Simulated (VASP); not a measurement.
# InSb: energy against volume

InSb (zinc blende, F-43m, 34.620 Å³/atom and stress up to 0.05 GPa in the relaxed cell, cube axes along x, y and z) under an equal strain ε along all three axes. PBEsol in VASP (plane waves, PAW), 480 eV, 8×8×8 Γ-centred mesh, Methfessel-Paxton smearing 0.10 eV; ions are relaxed, or left where forces stay under 0.02 eV/Å, within the symmetry of each cell.

Here V stands for volume and E for E less E0.

| volume (Å³/atom) | E less E0 (meV/atom) | pressure (GPa) |
|---|---|---|
| 32.5845 | 19.04 | 3.07 |
| 33.0858 | 10.68 | 2.24 |
| 33.5922 | 4.81 | 1.45 |
| 34.1038 | 1.30 | 0.72 |
| 34.6205 | 0.00 | 0.05 |
| 35.1424 | 0.80 | -0.57 |
| 35.6695 | 3.57 | -1.14 |
| 36.2019 | 8.20 | -1.67 |
| 36.7395 | 14.60 | -2.16 |
| 37.8307 | ? | ? |

Taking the third-order Birch-Murnaghan form, a cubic in V^(-2/3) for E over the 9 complete rows: With u = V^(-2/3) - 0.0942, the rows have u = 0.0038225, 0.0028299, 0.0018523, 0.0008893, -0.0000592, -0.0009936, -0.0019141, -0.0028211, -0.0037147. Least squares gives E = 0.019 + 383.6·u + 1180264·u² + 5524793·u³. Residuals (row less fit): 0.001, -0.002, -0.004, 0.003, 0.000, 0.002, 0.000, -0.006, 0.003; standard error 0.004 (degrees of freedom: 5). Its minimum lies at u = -0.0001627, so V0 = (0.0940373)^(-3/2) = 34.68. There d²E/du² = 2355000 and d³E/du³ = 3.315e7, so B0 = (4/9) × 34.68^(-7/3) × 2355000 × 0.160218 = 42.8 GPa (the last factor turns the table's units into GPa), and B0' = 4 + (2/3) × 0.0940373 × (3.315e7)/2355000 = 4.9. B0' rests on the cubic coefficient alone and has a standard error of 0.1 from these residuals.

Task: Predict the withheld E at V = 37.8307 from the fit, and compare with the calculation.

Result: u = -0.0054632, so E = 0.019 + 383.6 × (-0.0054632) + 1180264 × (-0.0054632)² + 5524793 × (-0.0054632)³ = 32.249 meV/atom. The calculation gives 32.26 meV/atom, 0.011 meV/atom above the prediction (0.0 % of the range of E in the table). The row lies outside the fitted rows, so this is an extrapolation. The scatter of the fitted rows lies at the last printed digit.

This level leaves no gap over 0.05 eV at strain -2.00, -1.50, -1.00, -0.50, 0.00, 0.50, 1.00, 1.50, 2.00, 3.00 %. Spin-orbit coupling is left out, which can shift these values for the heavy elements here. Other structures, which can take over under pressure, weren't tried. The same form fitted to the pressure column gives B0' = 4.8; series where the two differ by over 0.4 aren't shown. Rows are the converged runs of the series near zero and its far end, less any whose ions stayed unrelaxed beside relaxed ones; series whose fitted rows scatter by over a few per cent of the range, as at a crossing or softening among them, aren't shown in this form.
